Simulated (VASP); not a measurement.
**Lattice of Ta across functionals and dispersion corrections**

How close do the usual functionals, with and without dispersion, come to the cell of Ta? The levels: PBE, LDA, r2SCAN and PBE + D3(BJ). The start is a cell from a database of measured crystal structures.

Main program and level: VASP 6.6.1; PBE; plane waves and PAW (Ta_pv), in the first sound run; inputs show where later runs differ.

## 1. Set-up

Before any relaxation, the start is as follows. The structure is cubic, space group Im-3m (No. 229). Conventional cell: a = 3.303 Å, b = 3.303 Å, c = 3.303 Å, α = 90.00°, β = 90.00°, γ = 90.00°. Nearest to Ta lie 8 Ta at 2.86 Å.

Structure file:

```xyz
1
Lattice="-1.6513 1.6513 1.6513 1.6513 -1.6513 1.6513 1.6513 1.6513 -1.6513" Properties=species:S:1:pos:R:3 pbc="T T T"
Ta    0.0000    0.0000    0.0000
```

## 2. Relaxation with PBE

Properties are meant for the cell that this level of theory prefers, so cell and atoms are relaxed first (ISIF = 3) until forces and stress are small; EDIFFG sets the threshold. PBE, the usual starting point, adds the gradient of the density.

Contents of INCAR:

```
SYSTEM = Ta
PREC = Accurate
ENCUT = 520
EDIFF = 1E-06
NELM = 100
ISMEAR = -1
SIGMA = 0.05
LREAL = .FALSE.
ALGO = Normal
GGA = PE
NBANDS = 11
LASPH = .TRUE.
LORBIT = 11
LWAVE = .FALSE.
LCHARG = .FALSE.
KPAR = 2
IBRION = 2
NSW = 60
ISIF = 3
EDIFFG = -0.01
```

Contents of POSCAR:

```
Ta
1.0
   -1.6512800000      1.6512800000      1.6512800000
    1.6512800000     -1.6512800000      1.6512800000
    1.6512800000      1.6512800000     -1.6512800000
Ta
1
Direct
    0.0000000000      0.0000000000      0.0000000000
```

Contents of KPOINTS:

```
Automatic mesh
0
Gamma
9 9 9
0 0 0
```

PAW data sets: Ta_pv (PBE family, release 64).

Run with:

```sh
mpirun -np 2 vasp_std
```

The log of the run:

```text
[banner, memory and clock lines left out]
running    2 mpi-ranks, on    1 nodes
 distrk:  each k-point on    1 cores,    2 groups
 distr:  one band on    1 cores,    1 groups

 POSCAR found type information on POSCAR Ta
 POSCAR found :  1 types and       1 ions
 LDA part: xc-table for (Slater+PW92), standard interpolation
 POSCAR, INCAR and KPOINTS ok, starting setup
 FFT: planning ... GRIDC
 FFT: planning ... GRID_SOFT
 FFT: planning ... GRID
 WAVECAR not read
 entering main loop
       N       E                     dE             d eps       ncg     rms          rms(c)
DAV:   1     0.548913826345E+02    0.54891E+02   -0.62335E+03   770   0.958E+02
DAV:   2    -0.113130958497E+02   -0.66204E+02   -0.64762E+02   887   0.250E+02
DAV:   3    -0.122668836516E+02   -0.95379E+00   -0.94470E+00   904   0.271E+01
DAV:   4    -0.122705849394E+02   -0.37013E-02   -0.37005E-02   860   0.178E+00
DAV:   5    -0.122706061202E+02   -0.21181E-04   -0.21181E-04   907   0.121E-01    0.134E+01
DAV:   6    -0.119042180699E+02    0.36639E+00   -0.31714E-01   851   0.641E+00    0.653E+00
DAV:   7    -0.117990873465E+02    0.10513E+00   -0.26377E-01   872   0.549E+00    0.447E-01
DAV:   8    -0.117985051730E+02    0.58217E-03   -0.10312E-02   898   0.822E-01    0.230E-01
DAV:   9    -0.117985186040E+02   -0.13431E-04   -0.12011E-04   903   0.112E-01    0.254E-02
DAV:  10    -0.117985125017E+02    0.61024E-05   -0.79146E-06   885   0.328E-02    0.105E-02
DAV:  11    -0.117985121172E+02    0.38446E-06   -0.15618E-06   773   0.138E-02
   1 F= -.11798512E+02 E0= -.11789211E+02  d E =-.117985E+02
 curvature:   0.00 expect dE= 0.000E+00 dE for cont linesearch  0.000E+00
 trial: gam= 0.00000 g(F)=  0.141E-62 g(S)=  0.202E-01 ort = 0.000E+00 (trialstep = 0.100E+01)
 search vector abs. value=  0.202E-01
 bond charge predicted
       N       E                     dE             d eps       ncg     rms          rms(c)
DAV:   1    -0.119704413031E+02   -0.17193E+00   -0.55599E+00   803   0.299E+01    0.370E+00
DAV:   2    -0.118159956829E+02    0.15445E+00   -0.19474E-01   803   0.479E+00    0.121E+00
DAV:   3    -0.117883599804E+02    0.27636E-01   -0.74468E-02   854   0.293E+00    0.394E-01
DAV:   4    -0.117889548291E+02   -0.59485E-03   -0.13779E-03   959   0.392E-01    0.495E-02
DAV:   5    -0.117889616769E+02   -0.68478E-05   -0.22523E-05   866   0.450E-02    0.270E-02
DAV:   6    -0.117889624089E+02   -0.73201E-06   -0.53016E-07   656   0.829E-03
   2 F= -.11788962E+02 E0= -.11779762E+02  d E =0.954971E-02
 trial-energy change:    0.009550  1 .order    0.009347   -0.020227    0.038922
 step:   0.3374(harm=  0.3420)  dis= 0.00000  next Energy=   -11.801917 (dE=-0.340E-02)
 bond charge predicted
       N       E                     dE             d eps       ncg     rms          rms(c)
DAV:   1    -0.118805008316E+02   -0.91539E-01   -0.23152E+00   800   0.189E+01    0.247E+00
DAV:   2    -0.118146988385E+02    0.65802E-01   -0.74896E-02   797   0.313E+00    0.826E-01
DAV:   3    -0.118015883859E+02    0.13110E-01   -0.34738E-02   848   0.206E+00    0.303E-01
DAV:   4    -0.118018644091E+02   -0.27602E-03   -0.54023E-04   954   0.243E-01    0.359E-02
DAV:   5    -0.118018621845E+02    0.22246E-05   -0.47197E-05   869   0.763E-02    0.181E-02
DAV:   6    -0.118018621353E+02    0.49213E-07   -0.11005E-06   663   0.125E-02
   3 F= -.11801862E+02 E0= -.11792346E+02  d E =-.335002E-02
 curvature:  -0.17 expect dE=-0.280E-06 dE for cont linesearch -0.280E-06
 trial: gam= 0.00000 g(F)=  0.147E-63 g(S)=  0.164E-05 ort =-0.182E-03 (trialstep = 0.867E+00)
 search vector abs. value=  0.164E-05
 reached required accuracy - stopping structural energy minimisation
```

Elapsed: 5.8 s, on 2 MPI ranks of Intel Xeon 6975P-C (Granite Rapids), shared host; peak memory 0.27 GiB; 11 s of CPU time.

Lines that name or quote the potential files are left out of all logs, and their timing lines are given in words.

From OUTCAR (step 2):

```text
ion  position               nearest neighbor table
   1  0.000  0.000  0.000-

  LATTYP: Found a body centered cubic cell.
 ALAT       =     3.3025600000

 Subroutine GETGRP returns: Found 48 space group operations
 (whereof 48 operations were pure point group operations)

The static configuration has the point symmetry O_h .

 Found     35 irreducible k-points:

   k-points           NKPTS =     35   k-points in BZ     NKDIM =     35   number of bands    NBANDS=     11

   dimension x,y,z NGX =    24 NGY =   24 NGZ =   24
   dimension x,y,z NGXF=    48 NGYF=   48 NGZF=   48

   ENCUT  =  520.0 eV  38.22 Ry    6.18 a.u.   5.32  5.32  5.32*2*pi/ulx,y,z

   NELECT =      11.0000    total number of electrons

 k-points in reciprocal lattice and weights: Automatic mesh
   0.00000000  0.00000000  0.00000000       0.001
   0.11111111  0.00000000  0.00000000       0.016
   0.22222222  0.00000000  0.00000000       0.016
   0.33333333  0.00000000  0.00000000       0.016
   0.44444444  0.00000000  0.00000000       0.016
   0.11111111  0.11111111  0.00000000       0.033
   0.22222222  0.11111111 -0.00000000       0.066
   0.33333333  0.11111111  0.00000000       0.066
   0.44444444  0.11111111 -0.00000000       0.033
[...]
-0.44444444 -0.44444444  0.33333333       0.011
  -0.44444444  0.44444444  0.44444444       0.008

 average (electrostatic) potential at core
       1 -36.6478

 E-fermi :   5.3971

 k-point     1 :       0.0000    0.0000    0.0000
  band No.  band energies     occupation
      1     -27.8059      2.00000
      2     -27.8059      2.00000
      3     -27.8059      2.00000
      4      -2.5060      2.00000
      5       6.0728      0.00000
      6       6.0728      0.00000
      7       6.0728      0.00000
      8       9.2825      0.00000
      9       9.2825      0.00000
    ...

 k-point     2 :       0.1111    0.0000    0.0000
  band No.  band energies     occupation
      1     -27.9452      2.00000
      2     -27.8491      2.00000
      3     -27.8066      2.00000
      4      -1.9780      2.00000
      5       5.7415      0.00203
      6       5.9433      0.00004
      7       6.5971      0.00000
      8       8.8340      0.00000
      9       9.2907      0.00000
    ...

 k-point     3 :       0.2222    0.0000    0.0000
  band No.  band energies     occupation
    ...
      2     -27.9571      2.00000
      3     -27.8084      2.00000
      4      -0.6299      2.00000
      5       5.0095      1.99914
      6       5.3925      1.04528
      7       8.1034      0.00000
      8       8.6309      0.00000
      9       9.4039      0.00000
     10      19.9715      0.00000
     11      20.7331      0.00000

  Total       -0.0033620     -0.0033620     -0.0033620     -0.0000000      0.0000000     -0.0000000
  in kB       -0.2936812     -0.2936812     -0.2936812     -0.0000000      0.0000000     -0.0000000
  external PRESSURE =      -0.2936812 kB  Pullay stress =       0.0000000 kB

  energy-cutoff  :      520.00
  volume of cell :       18.34
      direct lattice vectors                 reciprocal lattice vectors
    -1.661327794  1.661327794  1.661327794     0.000000000  0.300964085  0.300964085
     1.661327794 -1.661327794  1.661327794     0.300964085  0.000000000  0.300964085
     1.661327794  1.661327794 -1.661327794     0.300964085  0.300964085  0.000000000

 POSITION                                       TOTAL-FORCE (eV/Angst)
 -----------------------------------------------------------------------------------
      0.00000      0.00000      0.00000        -0.000000      0.000000      0.000000
 -----------------------------------------------------------------------------------
    total drift:                                0.000000      0.000000      0.000000

  FREE ENERGIE OF THE ION-ELECTRON SYSTEM (eV)
  ---------------------------------------------------
  free  energy   TOTEN  =       -11.8018621353 eV

  energy  without entropy=      -11.7828291525  energy(sigma->0) =      -11.79234564

 reached required accuracy - stopping structural energy minimisation

 total charge
# of ion       s       p       d       tot
------------------------------------------
    1        0.365   6.169   2.364   8.899

[... 3 further parts left out ...]
```

CONTCAR:

```
Ta
   1.00000000000000
    -1.6613277938585358    1.6613277938585358    1.6613277938585358
     1.6613277938585358   -1.6613277938585358    1.6613277938585358
     1.6613277938585358    1.6613277938585358   -1.6613277938585358
  Ta
     1
Direct
     0.0000000000000000    0.0000000000000000    0.0000000000000000
```

This run has no spin polarisation. Its electron count is odd, so without a moment it is a metal by construction. The k-mesh is coarse for a metal. The run keeps the 48 symmetry operations of its start, so it cannot find a distortion of lower symmetry.

Relaxation path:

```
step  energy less that of the first step (eV)  largest force (eV/Å)  pressure (GPa)  volume (Å³)
   1                                   0.0000                0.0000            3.33        18.01
   2                                   0.0096                0.0000           -6.07        19.00
   3                                  -0.0033                0.0000           -0.03        18.34
```

```
conventional cell, symmetrised  before  after  change
                         a (Å)   3.303  3.323  +0.6 %
                         b (Å)   3.303  3.323  +0.6 %
                         c (Å)   3.303  3.323  +0.6 %
              volume (Å³/atom)   18.01  18.34  +1.8 %
```

The relaxed structure:

```
Ta
1.0
    -1.66133    1.66133    1.66133
     1.66133   -1.66133    1.66133
     1.66133    1.66133   -1.66133
Ta
1
Direct
  0.00000 0.00000 0.00000
```

Numbers from this step:

```yaml
electrons: 11
bands: 11
irreducible_k_points: 35
symmetry_operations: 48
free_energy_toten: -11.80 eV
energy_at_zero_smearing: -11.79 eV
fermi_energy: 5.397 eV
pressure: -0.02937 GPa
metallic: yes
scf_cycles_over_all_ionic_steps: 23
```

It ends with forces that vanish by symmetry and a pressure of -0.03 GPa. The volume lies +1.8 % from that of the database's start. The conventional cell has a = 3.323 Å.

## 3. Relaxation with LDA

This step: LDA; plane waves and PAW (Ta_pv) (VASP 6.6.1).

LDA, the lowest rung, knows the local density alone.

Changes to INCAR since step 2:

```diff
@@ -9,3 +9,3 @@
 ALGO = Normal
-GGA = PE
+GGA = CA
 NBANDS = 11
```

POSCAR is that of step 2.

KPOINTS is that of step 2.

Run with:

```sh
mpirun -np 2 vasp_std
```

The log of the run:

```text
[banner, memory and clock lines left out]
running    2 mpi-ranks, on    1 nodes
 distrk:  each k-point on    1 cores,    2 groups
 distr:  one band on    1 cores,    1 groups

 POSCAR found type information on POSCAR Ta
 POSCAR found :  1 types and       1 ions
|                                                                             |
|               ----> ADVICE to this user running VASP <----                  |
|                                                                             |
|     You enforced a specific xc type in the INCAR file but a different       |
|     [... a line on the potential file left out ...]
|     I HOPE YOU KNOW WHAT YOU ARE DOING!                                     |
|                                                                             |

 LDA part: xc-table for (Slater(with rela. corr.)+CA(PZ))
 , standard interpolation
 POSCAR, INCAR and KPOINTS ok, starting setup
 FFT: planning ... GRIDC
 FFT: planning ... GRID_SOFT
 FFT: planning ... GRID
 WAVECAR not read
 entering main loop
       N       E                     dE             d eps       ncg     rms          rms(c)
DAV:   1     0.539544932992E+02    0.53954E+02   -0.62163E+03   770   0.957E+02
DAV:   2    -0.124137123214E+02   -0.66368E+02   -0.64905E+02   887   0.250E+02
DAV:   3    -0.133703430564E+02   -0.95663E+00   -0.94782E+00   895   0.271E+01
DAV:   4    -0.133739561523E+02   -0.36131E-02   -0.36123E-02   866   0.176E+00
DAV:   5    -0.133739763266E+02   -0.20174E-04   -0.20174E-04   890   0.118E-01    0.140E+01
DAV:   6    -0.129359906683E+02    0.43799E+00   -0.38225E-01   872   0.676E+00    0.668E+00
DAV:   7    -0.128207790134E+02    0.11521E+00   -0.29733E-01   896   0.537E+00    0.449E-01
DAV:   8    -0.128195215267E+02    0.12575E-02   -0.12906E-02   838   0.952E-01    0.116E-01
DAV:   9    -0.128194508181E+02    0.70709E-04   -0.23672E-04   899   0.167E-01    0.160E-02
DAV:  10    -0.128194499702E+02    0.84788E-06   -0.23542E-06   887   0.176E-02
   1 F= -.12819450E+02 E0= -.12811535E+02  d E =-.128194E+02
 curvature:   0.00 expect dE= 0.000E+00 dE for cont linesearch  0.000E+00
 trial: gam= 0.00000 g(F)=  0.422E-62 g(S)=  0.131E+00 ort = 0.000E+00 (trialstep = 0.100E+01)
 search vector abs. value=  0.131E+00
 bond charge predicted
       N       E                     dE             d eps       ncg     rms          rms(c)
DAV:   1    -0.139520093205E+02   -0.11326E+01   -0.35406E+01   806   0.726E+01    0.109E+01
DAV:   2    -0.129659615510E+02    0.98605E+00   -0.10912E+00   797   0.127E+01    0.374E+00
DAV:   3    -0.127149562309E+02    0.25101E+00   -0.64570E-01   878   0.947E+00    0.150E+00
DAV:   4    -0.127203376423E+02   -0.53814E-02   -0.33212E-02   866   0.122E+00    0.117E-01
DAV:   5    -0.127204404899E+02   -0.10285E-03   -0.26523E-04   878   0.167E-01    0.493E-02
DAV:   6    -0.127204392306E+02    0.12593E-05   -0.23828E-06   796   0.164E-02    0.107E-02
DAV:   7    -0.127204390360E+02    0.19460E-06   -0.58282E-07   540   0.789E-03
   2 F= -.12720439E+02 E0= -.12715380E+02  d E =0.990109E-01
[...]
3 F= -.12840367E+02 E0= -.12834290E+02  d E =-.209166E-01
 curvature:  -0.14 expect dE=-0.463E-04 dE for cont linesearch -0.463E-04
 ZBRENT: interpolating
 opt :   0.3106  next Energy=   -12.840411 (dE=-0.210E-01)
 bond charge predicted
       N       E                     dE             d eps       ncg     rms          rms(c)
DAV:   1    -0.128406320482E+02   -0.26549E-03   -0.66665E-03   803   0.102E+00    0.136E-01
DAV:   2    -0.128404551287E+02    0.17692E-03   -0.21630E-04   794   0.165E-01    0.451E-02
DAV:   3    -0.128404155435E+02    0.39585E-04   -0.10898E-04   851   0.115E-01    0.171E-02
DAV:   4    -0.128404160877E+02   -0.54418E-06   -0.11578E-06   707   0.121E-02
   4 F= -.12840416E+02 E0= -.12834409E+02  d E =-.209661E-01
 curvature:  -0.13 expect dE=-0.105E-05 dE for cont linesearch -0.105E-05
 trial: gam=-0.00782 g(F)=  0.587E-60 g(S)=  0.812E-05 ort = 0.103E-02 (trialstep = 0.862E+00)
 search vector abs. value=  0.604E-09
 reached required accuracy - stopping structural energy minimisation
```

Wall time 5.4 s (2 MPI ranks); peak memory 0.26 GiB.

From OUTCAR (step 3):

```text
The static configuration has the point symmetry O_h .

 Found     35 irreducible k-points:

   NELECT =      11.0000    total number of electrons

 E-fermi :   5.5999

 k-point     1 :       0.0000    0.0000    0.0000
  band No.  band energies     occupation
      1     -27.1213      2.00000
      2     -27.1213      2.00000
      3     -27.1213      2.00000
      4      -2.4831      2.00000
      5       6.2192      0.00001
      6       6.2192      0.00001
      7       6.2192      0.00001
      8       9.6367      0.00000
      9       9.6367      0.00000
    ...

 k-point     2 :       0.1111    0.0000    0.0000
  band No.  band energies     occupation
      1     -27.2989      2.00000
      2     -27.1753      2.00000
      3     -27.1225      2.00000
      4      -1.9095      2.00000
      5       5.8599      0.01096
      6       6.0852      0.00012
      7       6.7918      0.00000
      8       9.1454      0.00000
      9       9.6448      0.00000
    ...

  Total       -0.0074884     -0.0074884     -0.0074884     -0.0000000      0.0000000     -0.0000000
  in kB       -0.6954468     -0.6954468     -0.6954468     -0.0000000      0.0000000     -0.0000000
  external PRESSURE =      -0.6954468 kB  Pullay stress =       0.0000000 kB

  energy-cutoff  :      520.00
  volume of cell :       17.25
      direct lattice vectors                 reciprocal lattice vectors
    -1.627768254  1.627768254  1.627768254     0.000000000  0.307169033  0.307169033
     1.627768254 -1.627768254  1.627768254     0.307169033  0.000000000  0.307169033
     1.627768254  1.627768254 -1.627768254     0.307169033  0.307169033  0.000000000

 POSITION                                       TOTAL-FORCE (eV/Angst)
 -----------------------------------------------------------------------------------
      1.62777     -1.62777      1.62777         0.000000     -0.000000      0.000000
 -----------------------------------------------------------------------------------
    total drift:                                0.000000     -0.000000      0.000000

  FREE ENERGIE OF THE ION-ELECTRON SYSTEM (eV)
  ---------------------------------------------------
  free  energy   TOTEN  =       -12.8404160877 eV

  energy  without entropy=      -12.8284026280  energy(sigma->0) =      -12.83440936

 total charge
# of ion       s       p       d       tot
------------------------------------------
    1        0.370   6.166   2.506   9.042

[... 8 parts as in an earlier step ...]

[... 5 further parts left out ...]
```

CONTCAR:

```
Ta
   1.00000000000000
    -1.6277682541929070    1.6277682541929070    1.6277682541929070
     1.6277682541929070   -1.6277682541929070    1.6277682541929070
     1.6277682541929070    1.6277682541929070   -1.6277682541929070
  Ta
     1
Direct
     0.0000000000000000    1.0000000000000000    0.0000000000000000
```

The PAW data sets were made with PBE, though LDA sets exist; this is a small mismatch.

Relaxation path:

```
step  energy less that of the first step (eV)  largest force (eV/Å)  pressure (GPa)  volume (Å³)
   1                                   0.0000                0.0000           -8.45        18.01
   2                                   0.0990                0.0000           25.82        15.65
   3                                  -0.0209                0.0000           -0.45        17.28
   4                                  -0.0210                0.0000           -0.07        17.25
```

```
conventional cell, symmetrised  before  after  change
                         a (Å)   3.303  3.256  -1.4 %
                         b (Å)   3.303  3.256  -1.4 %
                         c (Å)   3.303  3.256  -1.4 %
              volume (Å³/atom)   18.01  17.25  -4.2 %
```

The relaxed structure:

```xyz
1
Lattice="-1.6278 1.6278 1.6278 1.6278 -1.6278 1.6278 1.6278 1.6278 -1.6278" Properties=species:S:1:pos:R:3 pbc="T T T"
Ta    0.0000    0.0000    0.0000
```

Numbers from this step:

| Item | Value |
| --- | --- |
| free energy (TOTEN) | -12.84 eV |
| energy at zero smearing | -12.83 eV |
| Fermi energy | 5.600 eV |
| pressure | -0.06954 GPa |
| SCF cycles over all ionic steps | 28 |

It ends at 17.25 Å³/atom, -4.2 % from the start, with -0.07 GPa left. The conventional cell has a = 3.256 Å.

(Part 1 of 2 ends here.)

[Lines on the potential files, build, host, timing and source positions are cut from VASP's logs without a mark.]

[Logs are printed without paths, hosts, clocks, repeated set-up lines and the standing remarks that a program may print on its own settings, such as how far it seeks lower states.]

[Hosts, paths, dates, database ids (printed as entryN), source tags and the programs' standing remarks are cut or masked in the printed files.]

[A measured line is paired with the nearest computed mode of its activity, which favours agreement.]
